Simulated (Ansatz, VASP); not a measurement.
Cu2Sn3: VASP beside Ansatz

```
Cu Sn
1.0
     3.14929    0.00000    0.00000
    -1.57465    2.72737    0.00000
     0.00000    0.00000   25.55894
Cu Sn
4 6
Direct
  0.33333 0.66667 0.05000
  0.33333 0.66667 0.25000
  0.66667 0.33333 0.95000
  0.66667 0.33333 0.75000
  0.33333 0.66667 0.85000
  0.33333 0.66667 0.45000
  0.33333 0.66667 0.65000
  0.66667 0.33333 0.15000
  0.66667 0.33333 0.35000
  0.66667 0.33333 0.55000
```

Alike in both runs: task single point; functional PBE; k mesh 6 × 6 × 1; occupations gaussian, width 0.1 eV; no spin polarisation.

```csv
,VASP,Ansatz
version,VASP 6.6.1,Ansatz 0.2.0
potentials or method,"VASP PAW PBE potentials, release 64 (Cu, Sn_d)","scalar-relativistic, plane waves, PAW"
plane-wave cutoff (eV),520,420
valence electrons in the cell,128,160
```

Ansatz gave:

| Property | Result |
| --- | --- |
| gap on the k mesh at the Fermi level (eV) | none |
| pressure (GPa) | 0.9 |
| largest component of the traceless stress (GPa) | 3.02 |
| rms of the force components (eV/Å) | 0.560 |

**Question.** Estimate VASP's values.

**Answer.** gap on the k mesh at the Fermi level (eV): none; pressure (GPa): 0.9; largest component of the traceless stress (GPa): 3.01; rms of the force components (eV/Å): 0.560.

Atom by atom the forces differ by 0.001 eV/Å (rms over components). A gap of «none» marks a metal or a gap that the smearing closes. The two sets of potentials don't hold the same shells in valence.

Caveats: the k mesh is coarse (spacing up to 0.38 Å⁻¹), so the values aren't converged; forces of over 1 eV/Å show positions far from the minimum, so gaps and moduli don't describe the material at rest.
